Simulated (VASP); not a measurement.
Level of theory: r2SCAN meta-GGA, VASP's PBE PAW potentials (set 64) (plane waves; VASP).

VASP ran on this input.

**INCAR**
```
# general
SYSTEM  = SiGe
PREC    = Accurate
ENCUT   = 400
LREAL   = F
LASPH   = T

# electronic loop
EDIFF   = 1E-6
NELM    = 100
ALGO    = Normal
LMAXMIX = 4
LMIXTAU = T

# smearing
ISMEAR  = 1
SIGMA   = 0.1

# functional
METAGGA = R2SCAN

# ions
IBRION  = 2
NSW     = 60
ISIF    = 3
EDIFFG  = -0.01

# output
LWAVE   = F
LCHARG  = F
```

KPOINTS:
```
kpoints
0
G
11 11 11
```

**POSCAR**
```
SiGe
1.0
  2.9743180000   0.0000000000   0.0000000000
  0.0000000000   2.9743180000   0.0000000000
  0.0000000000   0.0000000000   2.9743180000
Ge Si
1 1
direct
  0.0000000000   0.0000000000   0.0000000000
  0.5000000000   0.5000000000   0.5000000000
```

POTCAR, in this order: Ge_d Si (PBE.64 set). Program: vasp_std.

Output of the run:

**OSZICAR**
```
       N       E                     dE             d eps       ncg     rms          rms(c)
DAV:   1     0.624533390862E+02    0.62453E+02   -0.83916E+03  1544   0.301E+03
DAV:   2    -0.161387625215E+02   -0.78592E+02   -0.75777E+02  1571   0.432E+02
DAV:   3    -0.223421105340E+02   -0.62033E+01   -0.60887E+01  1741   0.814E+01
DAV:   4    -0.224432811824E+02   -0.10117E+00   -0.10113E+00  1656   0.104E+01
DAV:   5    -0.224447308393E+02   -0.14497E-02   -0.14496E-02  1734   0.142E+00    0.457E+00
DAV:   6    -0.205089730893E+02    0.19358E+01   -0.20288E-01  1766   0.967E+00    0.281E+00
DAV:   7    -0.208405058366E+02   -0.33153E+00   -0.10645E-01  1511   0.565E+00    0.402E-01
DAV:   8    -0.205848400577E+02    0.25567E+00   -0.59721E-02  1541   0.363E+00    0.147E-01
DAV:   9    -0.205879444962E+02   -0.31044E-02   -0.65828E-04  1801   0.239E-01    0.116E-01
DAV:  10    -0.205870520782E+02    0.89242E-03   -0.16746E-04  1726   0.272E-01    0.779E-02
DAV:  11    -0.205924120573E+02   -0.53600E-02   -0.29145E-03  1591   0.466E-01    0.435E-02
DAV:  12    -0.205924709018E+02   -0.58844E-04   -0.60955E-05  1706   0.664E-02    0.288E-02
DAV:  13    -0.205924496594E+02    0.21242E-04   -0.49130E-06  1571   0.273E-02    0.278E-02
DAV:  14    -0.205924888154E+02   -0.39156E-04   -0.63284E-05  1621   0.873E-02    0.260E-02
DAV:  15    -0.205925550784E+02   -0.66263E-04   -0.40549E-05  1486   0.787E-02    0.205E-02
DAV:  16    -0.205925596311E+02   -0.45528E-05   -0.28081E-06  1516   0.236E-02    0.179E-02
DAV:  17    -0.205925599752E+02   -0.34408E-06   -0.44616E-07   833   0.129E-02
   1 F= -.20592560E+02 E0= -.20592227E+02  d E =-.205926E+02
       N       E                     dE             d eps       ncg     rms          rms(c)
DAV:   1    -0.369140754381E+02   -0.16322E+02   -0.37527E+02  1926   0.700E+02    0.259E+01
DAV:   2    -0.255160105491E+02    0.11398E+02   -0.18360E+01  1736   0.673E+01    0.122E+01
DAV:   3    -0.212470425312E+02    0.42690E+01   -0.85513E+00  1706   0.446E+01    0.557E+00
DAV:   4    -0.212476320783E+02   -0.58955E-03   -0.65729E-01  1744   0.123E+01    0.156E+00
DAV:   5    -0.210389323837E+02    0.20870E+00   -0.31931E-02  1601   0.246E+00    0.940E-01
DAV:   6    -0.211718238036E+02   -0.13289E+00   -0.13591E-01  1541   0.538E+00    0.383E-01
DAV:   7    -0.209932094288E+02    0.17861E+00   -0.15410E-01  1466   0.459E+00    0.118E-01
DAV:   8    -0.210288233333E+02   -0.35614E-01   -0.15408E-02  1486   0.103E+00    0.126E-01
DAV:   9    -0.210351654685E+02   -0.63421E-02   -0.10638E-03  1606   0.284E-01    0.987E-02
DAV:  10    -0.210393717986E+02   -0.42063E-02   -0.12447E-03  1471   0.350E-01    0.204E-02
DAV:  11    -0.210410361732E+02   -0.16644E-02   -0.14570E-03  1501   0.372E-01    0.154E-02
DAV:  12    -0.210411093594E+02   -0.73186E-04   -0.11734E-04  1571   0.119E-01    0.568E-03
DAV:  13    -0.210411080303E+02    0.13290E-05   -0.17424E-06  1516   0.118E-02    0.526E-03
DAV:  14    -0.210411449469E+02   -0.36917E-04   -0.16465E-05  1506   0.449E-02    0.205E-03
DAV:  15    -0.210411453619E+02   -0.41502E-06   -0.11452E-06  1054   0.115E-02
   2 F= -.21041145E+02 E0= -.21040701E+02  d E =-.448585E+00
       N       E                     dE             d eps       ncg     rms          rms(c)
DAV:   1    -0.229909950643E+02   -0.19499E+01   -0.23751E+01  1796   0.917E+01    0.831E+00
DAV:   2    -0.215686171785E+02    0.14224E+01   -0.20374E+00  1761   0.385E+01    0.412E+00
DAV:   3    -0.211411859735E+02    0.42743E+00   -0.54182E-01  1741   0.162E+01    0.104E+00
DAV:   4    -0.210994059449E+02    0.41780E-01   -0.81082E-02  1516   0.408E+00    0.380E-01
DAV:   5    -0.210986369349E+02    0.76901E-03   -0.58090E-02  1481   0.203E+00    0.229E-01
DAV:   6    -0.211119290982E+02   -0.13292E-01   -0.32788E-02  1466   0.149E+00    0.704E-02
DAV:   7    -0.211140601976E+02   -0.21311E-02   -0.43725E-03  1471   0.532E-01    0.394E-02
DAV:   8    -0.211141411776E+02   -0.80980E-04   -0.93558E-05  1646   0.809E-02    0.257E-02
DAV:   9    -0.211142761973E+02   -0.13502E-03   -0.13076E-04  1491   0.941E-02    0.107E-02
DAV:  10    -0.211142861384E+02   -0.99411E-05   -0.96438E-05  1501   0.129E-01    0.792E-03
DAV:  11    -0.211143474947E+02   -0.61356E-04   -0.25800E-05  1496   0.548E-02    0.257E-03
DAV:  12    -0.211143479234E+02   -0.42873E-06   -0.22562E-06  1477   0.212E-02
   3 F= -.21114348E+02 E0= -.21113821E+02  d E =-.521788E+00
       N       E                     dE             d eps       ncg     rms          rms(c)
DAV:   1    -0.211187977256E+02   -0.44502E-02   -0.62686E-02  1806   0.565E+00    0.389E-01
DAV:   2    -0.211155179771E+02    0.32797E-02   -0.41324E-03  1756   0.149E+00    0.201E-01
DAV:   3    -0.211144236389E+02    0.10943E-02   -0.17316E-03  1721   0.869E-01    0.404E-02
DAV:   4    -0.211143706938E+02    0.52945E-04   -0.22406E-04  1681   0.262E-01    0.151E-02
DAV:   5    -0.211143445673E+02    0.26127E-04   -0.13608E-04  1481   0.122E-01    0.920E-03
DAV:   6    -0.211143999446E+02   -0.55377E-04   -0.80834E-05  1466   0.954E-02    0.420E-03
DAV:   7    -0.211144064410E+02   -0.64964E-05   -0.72967E-06  1466   0.226E-02    0.179E-03
DAV:   8    -0.211144080731E+02   -0.16322E-05   -0.20847E-07   758   0.547E-03    0.659E-04
DAV:   9    -0.211144081889E+02   -0.11573E-06   -0.12527E-07   743   0.331E-03
   4 F= -.21114408E+02 E0= -.21113849E+02  d E =-.521848E+00
       N       E                     dE             d eps       ncg     rms          rms(c)
DAV:   1    -0.211147223552E+02   -0.31428E-03   -0.42412E-03  1806   0.145E+00    0.102E-01
DAV:   2    -0.211145078990E+02    0.21446E-03   -0.28306E-04  1766   0.392E-01    0.524E-02
DAV:   3    -0.211144392777E+02    0.68621E-04   -0.11610E-04  1721   0.226E-01    0.107E-02
DAV:   4    -0.211144314433E+02    0.78344E-05   -0.14368E-05  1686   0.666E-02    0.399E-03
DAV:   5    -0.211144281947E+02    0.32485E-05   -0.83038E-06  1486   0.300E-02    0.240E-03
DAV:   6    -0.211144302318E+02   -0.20371E-05   -0.52351E-06  1481   0.243E-02    0.106E-03
DAV:   7    -0.211144300459E+02    0.18593E-06   -0.54316E-07   748   0.597E-03
   5 F= -.21114430E+02 E0= -.21113879E+02  d E =-.218570E-04
```

OUTCAR:
```
------------------------ aborting loop because EDIFF is reached ----------------------------------------
  FORCE on cell =-STRESS in cart. coord.  units (eV):
  Direction    XX          YY          ZZ          XY          YZ          ZX
  --------------------------------------------------------------------------------------
  Total       -0.0019165     -0.0019165     -0.0019165      0.0000000      0.0000000     -0.0000000
  in kB       -0.0922459     -0.0922459     -0.0922459      0.0000000      0.0000000     -0.0000000
  external PRESSURE =      -0.0922459 kB  Pullay stress =       0.0000000 kB
  volume of cell :       33.29
      direct lattice vectors                 reciprocal lattice vectors
     3.216814897  0.000000000  0.000000000     0.310866504 -0.000000000 -0.000000000
     0.000000000  3.216814897  0.000000000    -0.000000000  0.310866504  0.000000000
     0.000000000 -0.000000000  3.216814897    -0.000000000 -0.000000000  0.310866504
 POSITION                                       TOTAL-FORCE (eV/Angst)
 -----------------------------------------------------------------------------------
      0.00000     -0.00000      3.21681        -0.000000      0.000000      0.000000
      1.60841      1.60841      1.60841         0.000000     -0.000000      0.000000
 -----------------------------------------------------------------------------------
    total drift:                               -0.000000      0.000000     -0.000000
  FREE ENERGIE OF THE ION-ELECTRON SYSTEM (eV)
  ---------------------------------------------------
  free  energy   TOTEN  =       -21.1144300459 eV

  energy  without entropy=      -21.1127763509  energy(sigma->0) =      -21.11387881

 reached required accuracy - stopping structural energy minimisation
```
(Selected blocks of OUTCAR.)

CONTCAR:
```
SiGe
   1.00000000000000
     3.2168148969430046    0.0000000000000000    0.0000000000000000
     0.0000000000000000    3.2168148969430042    0.0000000000000000
     0.0000000000000000   -0.0000000000000000    3.2168148969430046
  Ge              Si
     1     1
Direct
     0.0000000000000000    0.0000000000000000    1.0000000000000000
     0.5000000000000000    0.5000000000000000    0.5000000000000000
```

Energy and stress use the plane-wave basis of the starting cell.

The structure was generated: SiGe was put into the CsCl type (Pm-3m), which need not be its known phase. This run relaxes it. Symmetry was kept, so distortions that lower it aren't found. VASP warned that the highest band is occupied, so more bands are needed.
